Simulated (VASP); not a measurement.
# SiNi2: accuracy against cost in the PAW data sets and plane-wave cutoff, part 4 of 4

How sensitive are energy, pressure and forces of SiNi2 to the PAW data sets and plane-wave cutoff? The series runs use PBEsol. The start is a cell from a database of measured crystal structures.

VASP 6.6.1, plane waves and PAW; the level of theory is named at each step.

Still holding for the runs below: The k-mesh is coarse for a metal.

So far. Step 13 (Plane-wave cutoff: ENCUT = 430): Against the run before the energy moves by +2.43 meV an atom and the pressure by +0.18 GPa, after 17 cycles in 46 s.

## 14. Plane-wave cutoff: ENCUT = 540

Level of this step: PBEsol, spin-polarised from a ferromagnetic start; plane waves and PAW (Si, Ni) (VASP).

INCAR reads:

```
SYSTEM = SiNi2
PREC = Accurate
ENCUT = 540
EDIFF = 1E-06
NELM = 100
ISMEAR = -1
SIGMA = 0.05
LREAL = .FALSE.
ALGO = Normal
GGA = PS
NBANDS = 71
ISPIN = 2
MAGMOM = 0 0 0 0 1 1 1 1 1 1 1 1
LASPH = .TRUE.
LMAXMIX = 4
LORBIT = 11
LWAVE = .FALSE.
LCHARG = .FALSE.
KPAR = 8
ISIF = 2
```

POSCAR reads:

```
SiNi2
1.0
    4.9900000000      0.0000000000      0.0000000000
    0.0000000000      3.7200000000      0.0000000000
    0.0000000000      0.0000000000      7.0300000000
Si Ni
4 8
Direct
    0.2860000000      0.7500000000      0.6140000000
    0.7140000000      0.2500000000      0.3860000000
    0.2140000000      0.2500000000      0.1140000000
    0.7860000000      0.7500000000      0.8860000000
    0.9580000000      0.7500000000      0.2030000000
    0.0420000000      0.2500000000      0.7970000000
    0.5420000000      0.2500000000      0.7030000000
    0.4580000000      0.7500000000      0.2970000000
    0.8250000000      0.7500000000      0.5630000000
    0.1750000000      0.2500000000      0.4370000000
    0.6750000000      0.2500000000      0.0630000000
    0.3250000000      0.7500000000      0.9370000000
```

KPOINTS reads:

```
Automatic mesh
0
Gamma
5 6 3
0 0 0
```

PAW data sets: Si and Ni (PBE family, release 64).

Launch:

```sh
$ mpirun -np 8 vasp_std
```

The program printed:

```text
[... set-up lines as in an earlier step ...]
 entering main loop
       N       E                     dE             d eps       ncg     rms          rms(c)
DAV:   1     0.766637131019E+03    0.76664E+03   -0.40561E+04  6816   0.181E+03
DAV:   2     0.390078504985E+01   -0.76274E+03   -0.71058E+03  6816   0.394E+02
DAV:   3    -0.870456817671E+02   -0.90946E+02   -0.80951E+02  7075   0.154E+02
DAV:   4    -0.908137422455E+02   -0.37681E+01   -0.37177E+01  7867   0.330E+01
[...]
DAV:  15    -0.795809901695E+02    0.27897E-05   -0.13558E-05  7529   0.257E-02    0.242E-02
DAV:  16    -0.795809890090E+02    0.11605E-05   -0.33881E-06  6695   0.231E-02    0.987E-03
DAV:  17    -0.795809892211E+02   -0.21208E-06   -0.68884E-07  4276   0.722E-03
   1 F= -.79580989E+02 E0= -.79553078E+02  d E =-.558225E-01  mag=     0.0001
```

Wall time 60 s (8 MPI ranks of AMD EPYC 9R14 (Zen 4), shared host); peak memory 3.8 GiB; 7.5 min of CPU time.

Parts of OUTCAR (step 14):

```text
  Total       -4.2303813     -3.2260104     -2.7485840      0.0000000      0.0000000      0.0000000
  in kB      -51.9387255    -39.6075093    -33.7458825      0.0000000      0.0000000      0.0000000
  external PRESSURE =     -41.7640391 kB  Pullay stress =       0.0000000 kB

 POSITION                                       TOTAL-FORCE (eV/Angst)
 -----------------------------------------------------------------------------------
      1.42714      2.79000      4.31642        -0.041957      0.000000     -0.052218
      3.56286      0.93000      2.71358         0.041957     -0.000000      0.052218
      1.06786      0.93000      0.80142         0.041957     -0.000000     -0.052218
      3.92214      2.79000      6.22858        -0.041957      0.000000      0.052218
      4.78042      2.79000      1.42709         0.089189      0.000000      0.256467
      0.20958      0.93000      5.60291        -0.089189     -0.000000     -0.256467
      2.70458      0.93000      4.94209        -0.089189      0.000000      0.256467
      2.28542      2.79000      2.08791         0.089189      0.000000     -0.256467
      4.11675      2.79000      3.95789         0.239876     -0.000000     -0.251386
      0.87325      0.93000      3.07211        -0.239876     -0.000000      0.251386
      3.36825      0.93000      0.44289        -0.239876     -0.000000     -0.251386
      1.62175      2.79000      6.58711         0.239876      0.000000      0.251386
 -----------------------------------------------------------------------------------
    total drift:                               -0.000000      0.000000      0.000000

  FREE ENERGIE OF THE ION-ELECTRON SYSTEM (eV)
  ---------------------------------------------------
  free  energy   TOTEN  =       -79.5809892211 eV

  energy  without entropy=      -79.5251667281  energy(sigma->0) =      -79.55307797

[... 2 parts as in an earlier step ...]

[... 2 further parts left out ...]
[key lines of the parts left out:]
E-fermi :  11.0688
```

Against the run before the energy moves by +0.10 meV an atom and the pressure by +0.23 GPa, after 17 cycles in 60 s.

## 15. The plane-wave cutoff series as a table

This step: convergence of PBEsol results with the cutoff; plane waves and PAW (VASP 6.6.1).

This step runs nothing: it gathers the runs above.

Differences are taken from the run with ENCUT = 540. Results of the series, by row:

```
    setting     status  energy less the reference (meV/atom)  pressure (GPa)  largest force difference (meV/Å)  moment (μB)  SCF cycles  wall time (s)
ENCUT = 160  converged                                  2120          -333.8                             761.2     -3.00e-4          16           11.8
ENCUT = 200  converged                                 265.1           -79.9                               110        0.001          15           12.8
ENCUT = 240  converged                                 37.07          -18.19                             26.93       0.0029          15             18
ENCUT = 270  converged                                 6.006          -6.868                             8.996      7.00e-4          16             21
ENCUT = 310  converged                                -3.529          -4.243                             2.354       0.0011          16             27
ENCUT = 350  converged                                -2.535           -4.58                             2.146      1.00e-4          17             33
ENCUT = 430  converged                               -0.1027          -4.403                             0.536      1.00e-4          17             46
ENCUT = 540  converged                                     0          -4.176                                 0      1.00e-4          17             60
```

## 16. What came out

```
spread of the pressure over the PAW data sets                                     : 2.05 GPa
plane-wave cutoff from which the energy stays within 10 meV/atom of the reference : ENCUT = 270
plane-wave cutoff from which the energy stays within 1 meV/atom of the reference  : ENCUT = 430
plane-wave cutoff from which the pressure stays within 0.2 GPa of the reference   : none before the reference itself
spread of the pressure over the plane-wave cutoff                                 : 330 GPa
spread of the energy over the plane-wave cutoff                                   : 2123 meV/atom
```

In words: The choice of data set moves the pressure between -6.64 GPa (gw 64: Si_GW Ni_sv_GW) and -4.59 GPa (minimal 64: Si Ni); the cutoffs differ too (400, 480 and 510 eV). From ENCUT = 430 on, the energy stays within 1 meV an atom of the reference, at 77 % of its time. The pressure doesn't settle within 0.2 GPa before the reference. These cutoffs are 0.6 to 2 times the default of the data sets, about 270 eV; at the default the run is off by +6.0 meV an atom, -2.69 GPa, 9.0 meV/Å in forces, and at 1.3 times by -2.5 meV an atom, -0.40 GPa, 2.1 meV/Å in forces. Energy differences between like cells converge faster than these totals. Differences are taken from the run with ENCUT = 540, which is itself not the exact limit. Data sets differ in their zero of energy, so energies are not compared. The runs at ENCUT = 160; ENCUT = 200; ENCUT = 240; ENCUT = 270 are over 30 meV an atom or 2 GPa off and describe the material poorly.

[Lines on the potential files, build, host, timing and source positions are cut from VASP's logs without a mark.]

[Logs are printed without paths, hosts, clocks, repeated set-up lines and the standing remarks that a program may print on its own settings, such as how far it seeks lower states.]

[Hosts, paths, dates, database ids (printed as entryN), source tags and the programs' standing remarks are cut or masked in the printed files.]

[A measured line is paired with the nearest computed mode of its activity, which favours agreement.]
